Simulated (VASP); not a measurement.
A convergence study with VASP on CeO2 (fluorite): a few settings are varied, all else stays as given below, so the limit is that of these other settings. The cell's lengths are 1 % over those of the tabulated start and one atom is moved, so it is off equilibrium.

```
CELL_PARAMETERS angstrom
      0.00000     2.73205     2.73205
      2.73205     0.00000     2.73205
      2.73205     2.73205     0.00000
ATOMIC_POSITIONS crystal
  Ce 0.00000 0.00000 0.00000
  O  0.25000 0.25000 0.25000
  O  0.73891 0.76109 0.76109
```

These are PBEsol GGA, VASP's PBE PAW potentials (set 64) (plane waves; VASP) values and carry that method's errors. The last row used: ADDGRID = .TRUE., 600 eV cut-off, 8×8×8 Γ-centred mesh, Gaussian smearing of 0.050 eV, potentials Ce O.

Gaps are read on the run's mesh, which can miss a band edge.

| setting | E (eV/atom) | pressure (GPa) | largest force (eV/Å) | gap on the mesh (eV) | plane waves |
|---|---|---|---|---|---|
| ADDGRID = unset, ENCUT = 300, PREC = Low | -9.2497 | -43.87 | 0.353 | 1.871 | 531 |
| ADDGRID = unset, ENCUT = 300, PREC = Normal | -9.2490 | -43.91 | 0.351 | 1.871 | 531 |
| ADDGRID = .TRUE., ENCUT = 300, PREC = Normal | -9.2490 | -43.91 | 0.349 | 1.871 | 531 |
| ADDGRID = .TRUE., ENCUT = 300, PREC = Accurate | -9.2500 | -43.46 | 0.346 | 1.871 | 531 |
| ADDGRID = unset, ENCUT = 400, PREC = Low | -9.1829 | -11.28 | 0.403 | 1.851 | 754 |
| ADDGRID = unset, ENCUT = 400, PREC = Normal | -9.1820 | -11.32 | 0.399 | 1.851 | 754 |
| ADDGRID = .TRUE., ENCUT = 400, PREC = Normal | -9.1820 | -11.32 | 0.399 | 1.851 | 754 |
| ADDGRID = .TRUE., ENCUT = 400, PREC = Accurate | -9.1814 | -11.37 | 0.399 | 1.851 | 754 |
| ADDGRID = unset, ENCUT = 500, PREC = Low | -9.1691 | -6.46 | 0.396 | 1.846 | 1056 |
| ADDGRID = unset, ENCUT = 500, PREC = Normal | -9.1682 | -6.50 | 0.392 | 1.846 | 1056 |
| ADDGRID = .TRUE., ENCUT = 500, PREC = Normal | -9.1682 | -6.50 | 0.392 | 1.846 | 1056 |
| ADDGRID = .TRUE., ENCUT = 500, PREC = Accurate | -9.1682 | -6.50 | 0.392 | 1.846 | 1056 |
| ADDGRID = unset, ENCUT = 600, PREC = Low | -9.1705 | -6.35 | 0.396 | 1.846 | 1380 |
| ADDGRID = unset, ENCUT = 600, PREC = Normal | -9.1696 | -6.39 | 0.392 | 1.846 | 1380 |
| ADDGRID = .TRUE., ENCUT = 600, PREC = Normal | -9.1696 | -6.39 | 0.392 | 1.846 | 1380 |
| ADDGRID = .TRUE., ENCUT = 600, PREC = Accurate | -9.1696 | -6.39 | 0.392 | 1.846 | 1380 |

Left out are rungs that failed or repeat a setting and relaxations that didn't move; long series are thinned to 24 rows.

The compound is CeO2 in the fluorite structure. The cell was not relaxed at this level, it is distorted from the ideal structure. The run is not spin-polarised, so no magnetic state was tried.
